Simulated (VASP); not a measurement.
Output of a VASP run:

### OUTCAR
```
 ion  position               nearest neighbor table
   1  0.500  1.000  0.000-  30 2.35  45 2.35  61 2.36   2 2.36
   2  0.625  0.125  0.125-  17 2.35   1 2.36   3 2.37   5 2.37
   3  0.750  0.250  0.000-  26 2.37  47 2.37   2 2.37   4 2.38
   4  0.876  0.376  0.125-  19 2.35  27 2.35  31 2.37   3 2.38
   5  0.750  1.000  0.250-  14 2.37  36 2.37   2 2.37   6 2.38
   6  0.876  0.125  0.376-  23 2.35  37 2.35  31 2.37   5 2.38
   7  1.000  1.000  1.000-  63 2.37  14 2.37  26 2.37   8 2.38
   8  0.125  0.125  0.125-  31 2.37   9 2.37  15 2.37   7 2.38
   9  0.250  0.250  0.000-   8 2.37  45 2.37  57 2.37  10 2.38
  10  0.375  0.375  0.126-  11 2.37  33 2.37  17 2.37   9 2.38
  11  0.500  0.500  1.000-  10 2.37  47 2.37  59 2.37  12 2.37
  12  0.625  0.625  0.125-  13 2.37  35 2.37  19 2.37  11 2.37
  13  0.750  0.750  1.000-  49 2.37  12 2.37  61 2.37  14 2.37
  14  0.875  0.875  0.125-   5 2.37   7 2.37  50 2.37  13 2.37
  15  0.250  0.000  0.250-  30 2.37   8 2.37  51 2.37  16 2.38
  16  0.376  0.126  0.375-  21 2.37  17 2.37  39 2.37  15 2.38
  17  0.501  0.249  0.249-   2 2.35  18 2.36  16 2.37  10 2.37
  18  0.629  0.373  0.373-  19 2.35  23 2.35  17 2.36  64 2.42
  19  0.751  0.499  0.249-  18 2.35   4 2.35  12 2.37  20 2.38
  20  0.875  0.625  0.375-  52 2.37  50 2.37  42 2.37  19 2.38
  21  0.500  1.000  0.500-  36 2.37  55 2.37  16 2.37  22 2.37
  22  0.625  0.126  0.625-  25 2.37  46 2.37  23 2.37  21 2.37
  23  0.751  0.249  0.499-  18 2.35   6 2.35  22 2.37  24 2.38
  24  0.875  0.375  0.625-  52 2.37  56 2.37  48 2.37  23 2.38
  25  0.750  1.000  0.750-  43 2.37  61 2.37  22 2.37  26 2.37
  26  0.875  0.125  0.875-   3 2.37  56 2.37   7 2.37  25 2.37
  27  1.000  0.500  0.000-  57 2.35   4 2.35  49 2.36  28 2.36
  28  0.124  0.625  0.125-  33 2.36  27 2.36  50 2.37  29 2.37
  29  0.250  0.750  0.000-  59 2.37  63 2.37  28 2.37  30 2.38
  30  0.376  0.876  0.125-   1 2.35  35 2.35  15 2.37  29 2.38
  31  0.000  0.250  0.250-   8 2.37   6 2.37   4 2.37  32 2.38
  32  0.126  0.375  0.375-  52 2.37  33 2.37  39 2.37  31 2.38
  33  0.249  0.501  0.249-  28 2.36  34 2.36  10 2.37  32 2.37
  34  0.372  0.629  0.372-  54 2.35  35 2.35  33 2.36  64 2.43
  35  0.499  0.751  0.249-  34 2.35  30 2.35  12 2.37  36 2.38
  36  0.625  0.875  0.375-  21 2.37   5 2.37  42 2.37  35 2.38
  37  1.000  1.000  0.500-  51 2.35   6 2.35  43 2.36  38 2.36
  38  0.124  0.124  0.625-  39 2.36  37 2.36  56 2.37  44 2.37
  39  0.249  0.249  0.501-  38 2.36  40 2.36  16 2.37  32 2.37
  40  0.371  0.372  0.629-  58 2.35  46 2.35  39 2.36  64 2.43
  41  0.628  0.629  0.629-  60 2.35  42 2.35  48 2.35  64 2.45
  42  0.750  0.750  0.501-  41 2.35  43 2.37  20 2.37  36 2.37
  43  0.876  0.876  0.625-  37 2.36  42 2.37  25 2.37  62 2.37
  44  0.250  1.000  0.750-  55 2.37  63 2.37  38 2.37  45 2.38
  45  0.375  0.124  0.876-  46 2.35   1 2.35   9 2.37  44 2.38
  46  0.499  0.249  0.751-  40 2.35  45 2.35  22 2.37  47 2.38
  47  0.625  0.375  0.875-  11 2.37   3 2.37  48 2.37  46 2.38
  48  0.751  0.500  0.751-  41 2.35  49 2.37  47 2.37  24 2.37
  49  0.876  0.625  0.876-  27 2.36  48 2.37  13 2.37  62 2.37
  50  1.000  0.750  0.250-  28 2.37  14 2.37  20 2.37  51 2.38
  51  0.125  0.876  0.376-  37 2.35  54 2.35  15 2.37  50 2.38
  52  1.000  0.500  0.500-  32 2.37  24 2.37  20 2.37  53 2.37
  53  0.125  0.625  0.625-  62 2.37  54 2.37  58 2.37  52 2.37
  54  0.249  0.751  0.499-  34 2.35  51 2.35  53 2.37  55 2.38
  55  0.375  0.875  0.625-  21 2.37  44 2.37  60 2.37  54 2.38
  56  0.000  0.250  0.750-  26 2.37  38 2.37  24 2.37  57 2.38
  57  0.124  0.376  0.876-  27 2.35  58 2.35   9 2.37  56 2.38
  58  0.248  0.499  0.751-  40 2.35  57 2.35  53 2.37  59 2.38
  59  0.375  0.625  0.875-  29 2.37  11 2.37  60 2.37  58 2.38
  60  0.501  0.751  0.751-  41 2.35  61 2.37  59 2.37  55 2.37
  61  0.625  0.876  0.876-   1 2.36  60 2.37  25 2.37  13 2.37
  62  1.000  0.750  0.750-  53 2.37  49 2.37  43 2.37  63 2.37
  63  0.125  0.875  0.875-   7 2.37  44 2.37  29 2.37  62 2.37
  64  0.499  0.500  0.500-  18 2.42  34 2.43  40 2.43  41 2.45
 Subroutine IBZKPT returns following result:
 Found      1 irreducible k-points:

 Following reciprocal coordinates:
            Coordinates               Weight
  0.000000  0.000000  0.000000      1.000000
 Subroutine IBZKPT_HF returns following result:
   k-points           NKPTS =      1   k-points in BZ     NKDIM =      1   number of bands    NBANDS=    160
   number of dos      NEDOS =    301   number of ions     NIONS =     64
   total plane-waves  NPLWV = 157464
   dimension x,y,z NGX =    54 NGY =   54 NGZ =   54
   dimension x,y,z NGXF=   108 NGYF=  108 NGZF=  108
   ions per type =              63   1
   PREC   = normal    normal or accurate (medium, high low for compatibility)
   ISTART =      1    job   : 0-new  1-cont  2-samecut
...
```

### OSZICAR
```
       N       E                     dE             d eps       ncg     rms          rms(c)
DAV:   1    -0.393682661606E+03   -0.39368E+03   -0.12796E+01   640   0.811E+00    0.204E+01
DAV:   2    -0.393801467626E+03   -0.11881E+00   -0.34171E-01   816   0.126E+00    0.145E+01
DAV:   3    -0.393788059235E+03    0.13408E-01   -0.17094E-02   704   0.244E-01    0.869E+00
DAV:   4    -0.393781907567E+03    0.61517E-02   -0.38733E-03   704   0.121E-01    0.503E+00
DAV:   5    -0.393779793664E+03    0.21139E-02   -0.89205E-04   712   0.597E-02    0.288E+00
DAV:   6    -0.393779060453E+03    0.73321E-03   -0.23261E-04   712   0.311E-02    0.164E+00
DAV:   7    -0.393778822580E+03    0.23787E-03   -0.78266E-05   664   0.179E-02    0.937E-01
DAV:   8    -0.393778744300E+03    0.78280E-04   -0.28138E-05   424   0.110E-02    0.539E-01
DAV:   9    -0.393778722764E+03    0.21536E-04   -0.13394E-05   384   0.784E-03    0.306E-01
DAV:  10    -0.393778718603E+03    0.41606E-05   -0.48424E-06   384   0.479E-03
   1 F= -.39377872E+03 E0= -.39377871E+03  d E =-.110466E-04  mag=     1.0000
```

OUTCAR:
```
------------------------ aborting loop because EDIFF is reached ----------------------------------------
  volume of cell :     1308.29
      direct lattice vectors                 reciprocal lattice vectors
    10.937074700  0.000000000  0.000000000     0.091432127  0.000000000  0.000000000
     0.000000000 10.937074700  0.000000000     0.000000000  0.091432127  0.000000000
     0.000000000  0.000000000 10.937074700     0.000000000  0.000000000  0.091432127
 POSITION                                       TOTAL-FORCE (eV/Angst)
 -----------------------------------------------------------------------------------
      5.46577     10.93589      0.00074        -0.102501     -0.048629     -0.056397
      6.83218      1.36243      1.36496         0.092299      0.051424      0.052563
      8.20087      2.73336      0.00128        -0.036569     -0.038529     -0.051727
      9.57808      4.10769      1.36421         0.045124      0.039334      0.052813
      8.20051     10.93599      2.73643        -0.030028     -0.047163     -0.045636
      9.57966      1.36286      4.10743         0.049637      0.042328      0.047677
     10.93568     10.93438     10.93478        -0.042303     -0.035018     -0.040160
      1.36951      1.37011      1.36975         0.055132      0.046618      0.052680
      2.73666      2.73540      0.00123        -0.060978     -0.047705     -0.030929
      4.10638      4.10494      1.37641         0.036679      0.038188      0.044078
      5.46721      5.46620     10.93678        -0.027341     -0.023074     -0.041434
      6.83483      6.83488      1.37212         0.042078      0.032263      0.041893
      8.19970      8.19945     10.93582        -0.049389     -0.041159     -0.035899
      9.56953      9.57049      1.37033         0.051571      0.039769      0.043570
      2.73684      0.00234      2.73686        -0.060600     -0.030664     -0.055417
      4.10709      1.37720      4.10592         0.033156      0.039906      0.045327
      5.48235      2.72793      2.72802        -0.069521     -0.055551     -0.056569
      6.87400      4.07637      4.07606         0.096349      0.067498      0.078550
      8.21172      5.45664      2.72437        -0.050074     -0.073954     -0.051464
      9.56698      6.83606      4.10526         0.051099      0.024126      0.026906
      5.46786     10.93534      5.46687        -0.028876     -0.038902     -0.026094
      6.83374      1.37390      6.83405         0.038371      0.039827      0.037938
      8.21208      2.72330      5.45523        -0.046170     -0.046251     -0.074212
      9.56852      4.10268      6.83526         0.046031      0.030137      0.037906
      8.19881     10.93691      8.19870        -0.051082     -0.028518     -0.041154
      9.57007      1.36996      9.57011         0.046368      0.038201      0.047776
     10.93421      5.46506      0.00198        -0.059416     -0.089959     -0.056283
      1.36120      6.83323      1.36392         0.058399      0.089442      0.057046
      2.73440      8.20127      0.00154        -0.045162     -0.032113     -0.051076
      4.10691      9.58135      1.36370         0.049510      0.037725      0.048743
      0.00093      2.73577      2.73573        -0.034631     -0.050843     -0.052499
      1.37515      4.10599      4.10515         0.052232      0.031807      0.043487
      2.72699      5.47916      2.72577        -0.057266     -0.062738     -0.052227
      4.07043      6.87765      4.07171         0.087717      0.105544      0.077726
      5.45776      8.21218      2.72232        -0.096906     -0.042181     -0.047545
      6.83604      9.56639      4.10545         0.033196      0.045553      0.027560
     10.93367     10.93362      5.46561        -0.059895     -0.041268     -0.095926
      1.36036      1.36027      6.83295         0.059884      0.056290      0.087049
      2.72459      2.72491      5.48020        -0.056654     -0.053697     -0.066632
      4.06210      4.07033      6.88414         0.106945      0.084577      0.082143
      6.87379      6.87423      6.88252         0.168235      0.166486      0.163302
      8.20732      8.20585      5.47946        -0.075662     -0.067588     -0.083566
      9.57597      9.57891      6.83423         0.055028      0.046180      0.122758
      2.73570     10.93673      8.20024        -0.049254     -0.048498     -0.031401
      4.10682      1.36146      9.58115         0.056621      0.049090      0.048331
      5.45501      2.72252      8.21286        -0.083830     -0.052465     -0.037428
      6.83532      4.10195      9.56972         0.035326      0.029421      0.044910
      8.21261      5.47369      8.21354        -0.086526     -0.071743     -0.087987
      9.58038      6.83529      9.58051         0.052014      0.110754      0.055649
     10.93653      8.20064      2.73633        -0.049812     -0.024311     -0.043337
      1.36183      9.58212      4.10764         0.046892      0.038884      0.044078
     10.93634      5.46663      5.46685        -0.043238     -0.023241     -0.026469
      1.37070      6.83621      6.83430         0.047396      0.029502      0.040843
      2.72223      8.21298      5.45570        -0.050969     -0.042266     -0.078917
      4.10306      9.56833      6.83534         0.036499      0.041490      0.037753
      0.00052      2.73429      8.20065        -0.055500     -0.038290     -0.030954
      1.35870      4.10708      9.58409         0.058403      0.049500      0.041542
      2.71760      5.45866      8.21716        -0.047832     -0.081370     -0.047600
      4.10228      6.83642      9.57079         0.032404      0.028737      0.043206
      5.47600      8.21142      8.21342        -0.076341     -0.071954     -0.076254
      6.83454      9.58220      9.58098         0.110533      0.041544      0.051878
     10.93544      8.20027      8.19870        -0.038181     -0.046914     -0.044648
...
```
(Selected blocks of OUTCAR.)

**POSCAR**
```
AlSi63
1
   10.9370747000     0.0000000000     0.0000000000
    0.0000000000    10.9370747000     0.0000000000
    0.0000000000     0.0000000000    10.9370747000
Si Al
63 1
Direct
  0.4997470636   0.9998917681   0.0000675901
  0.6246803191   0.1245694636   0.1248009567
  0.7498227955   0.2499165417   0.0001166377
  0.8757445918   0.3755748120   0.1247329496
  0.7497903234   0.9999008097   0.2501973229
  0.8758884379   0.1246093827   0.3755512591
  0.9998725402   0.9997533467   0.9997906374
  0.1252168165   0.1252721238   0.1252387561
  0.2502189917   0.2501038113   0.0001123133
  0.3754552295   0.3753232666   0.1258477815
  0.4998788721   0.4997860770   0.9999732154
  0.6249228096   0.6249271932   0.1254556615
  0.7497157720   0.7496931010   0.9998857219
  0.8749621496   0.8750499813   0.1252924638
  0.2502353082   0.0002135494   0.2502366140
  0.3755200802   0.1259206779   0.3754128856
  0.5012627040   0.2494201651   0.2494283453
  0.6285044401   0.3727114889   0.3726826851
  0.7508154656   0.4989123943   0.2490949004
  0.8747294400   0.6250358446   0.3753526582
  0.4999377442   0.9998416640   0.4998480035
  0.6248233896   0.1256187590   0.6248516469
  0.7508480838   0.2489974678   0.4987835849
  0.8748699048   0.3751169431   0.6249622967
  0.7496345262   0.9999847753   0.7496244011
  0.8750120457   0.1252584740   0.8750151574
  0.9997378939   0.4996824933   0.0001809169
  0.1244571877   0.6247768585   0.1247060041
  0.2500121240   0.7498598117   0.0001407386
  0.3755036993   0.8760429706   0.1246864059
  0.0000852660   0.2501369773   0.2501336388
  0.1257331687   0.3754190432   0.3753421784
  0.2493346573   0.5009714268   0.2492228177
  0.3721680903   0.6288381053   0.3722850353
  0.4990147315   0.7508575301   0.2489072807
  0.6250339406   0.8746754212   0.3753696549
  0.9996891252   0.9996837517   0.4997324258
  0.1243808674   0.1243721370   0.6247515703
  0.2491153371   0.2491441852   0.5010663977
  0.3714066532   0.3721586768   0.6294319431
  0.6284848826   0.6285251887   0.6292838931
  0.7504128055   0.7502779951   0.5009985726
  0.8755511206   0.8758204768   0.6248681974
  0.2501308903   0.9999688716   0.7497654566
  0.3754952929   0.1244815589   0.8760245982
  0.4987627849   0.2489256230   0.7509195473
  0.6249677607   0.3750498594   0.8749798011
  0.7508961098   0.5004710552   0.7509817127
  0.8759546887   0.6249654232   0.8759659903
  0.9999500434   0.7498022688   0.2501881696
  0.1245146753   0.8761134184   0.3755702139
  0.9999332276   0.4998251775   0.4998458396
  0.1253262461   0.6250488584   0.6248742418
  0.2488990680   0.7509301196   0.4988264989
  0.3751511095   0.8748527755   0.6249693604
  0.0000477471   0.2500020100   0.7498027438
  0.1242284988   0.3755191900   0.8762934583
  0.2484757161   0.4990972295   0.7513123565
  0.3750798863   0.6250682119   0.8750780578
  0.5006819478   0.7507876066   0.7509706182
  0.6248962080   0.8761205996   0.8760097359
  0.9998501352   0.7497681959   0.7496245549
  0.1252583368   0.8750584786   0.8749658400
  0.4991082308   0.4995605372   0.5002730863
```

Problem. Write an INCAR and KPOINTS that could have produced this output.

Solution. One answer among several that fit: the input of the run itself, HSE06 screened hybrid, plane waves, VASP's PBE PAW potentials (set 64).

**KPOINTS**
```
Automatic mesh
0
G
  1 1 1
0 0 0
```

### INCAR
```
# general
SYSTEM    =  AlSi63
PREC      =  Normal
ENCUT     =  400
LREAL     =  Auto
LASPH     =  .True.
ISYM      =  0

# electronic loop
EDIFF     =  1E-5
NELM      =  50
NELMIN    =  4
ALGO      =  Normal   # blocked Davidson

# smearing
ISMEAR    =  0   # Gaussian
SIGMA     =  0.05   # width (eV)

# functional
GGA       =  PE
LHFCALC   =  .True.
AEXX      =  0.25
HFSCREEN  =  0.2
PRECFOCK  =  Fast

# spin
ISPIN     =  2
MAGMOM    =  64*0.0156
NUPDOWN   =  1

# ions
ISIF      =  0

# output
LWAVE     =  .False.
LCHARG    =  .False.
LORBIT    =  10
```

POTCAR, in this order: Si Al (PBE.64 set). Program: vasp_gam. Read from the step before: WAVECAR.

The supercell is sampled at Γ alone, which is coarse: total energies, pressure and levels can be off, energies of defects by several tenths of an eV.

The cell is a supercell with a defect, built from Si (diamond): Al_Si. The cell's shape comes from a PBE relaxation.
